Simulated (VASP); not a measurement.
Wanted: the native input for a VASP 6.6.1 run.

* Task: band structure
* Functional: PBE
* Potentials or basis: VASP PAW PBE potentials, release 64 (Zr_sv, Mo, C)
* Cutoff: 900 eV
* k mesh: 5 × 5 × 5
* Occupations: fermi-dirac, width 0.05 eV
* Spin: no spin polarisation
* Further INCAR settings: ALGO = Normal; EDIFF = 1e-07

The structure of Zr3MoC lies in POSCAR:

```
Zr3MoC
1.0
    4.9425100000      0.0000000000      0.0000000000
    0.0000000000      4.9425100000      0.0000000000
    0.0000000000      0.0000000000      4.9425100000
Zr Mo C
3 1 1
Direct
    0.5000000000      0.0000000000      0.0000000000
    0.0000000000      0.5000000000      0.0000000000
    0.0000000000      0.0000000000      0.5000000000
    0.0000000000      0.0000000000      0.0000000000
    0.5000000000      0.5000000000      0.5000000000
```

The cell was built by a generator and needn't be a form met in nature.

The input as run:

INCAR

```
SYSTEM = Zr3MoC
PREC = Accurate
ENCUT = 900
EDIFF = 1E-7
ISMEAR = -1
SIGMA = 0.05
LREAL = .FALSE.
LASPH = .TRUE.
NELM = 60
ALGO = Normal
ISIF = 2
LWAVE = .FALSE.
LCHARG = .FALSE.
LMAXMIX = 4
GGA = PE
```

KPOINTS

```
Automatic mesh
0
G
  5 5 5
  0 0 0
```

KPOINTS_OPT

```
path GXMGRX,MR
20
line-mode
reciprocal
 0.0000000000  0.0000000000  0.0000000000  G
 0.0000000000  0.5000000000  0.0000000000  X

 0.0000000000  0.5000000000  0.0000000000  X
 0.5000000000  0.5000000000  0.0000000000  M

 0.5000000000  0.5000000000  0.0000000000  M
 0.0000000000  0.0000000000  0.0000000000  G

 0.0000000000  0.0000000000  0.0000000000  G
 0.5000000000  0.5000000000  0.5000000000  R

 0.5000000000  0.5000000000  0.5000000000  R
 0.0000000000  0.5000000000  0.0000000000  X

 0.5000000000  0.5000000000  0.0000000000  M
 0.5000000000  0.5000000000  0.5000000000  R
```

Potentials or basis: VASP PAW PBE potentials, release 64 (Zr_sv, Mo, C).

Command:

```console
$ cat potpaw_PBE.64/Zr_sv/POTCAR potpaw_PBE.64/Mo/POTCAR potpaw_PBE.64/C/POTCAR > POTCAR
$ mpirun -np 1 vasp_std > vasp.out
```

Results of the run:

```yaml
Pressure: 1.5 GPa
Band_gap_along_the_path: none (metal or under the smearing width)
```

It took 15 min on 1 thread of Intel(R) Xeon(R) Platinum 8375C CPU @ 2.90GHz (Ice Lake), on a shared host, peak memory 0.36 GiB.
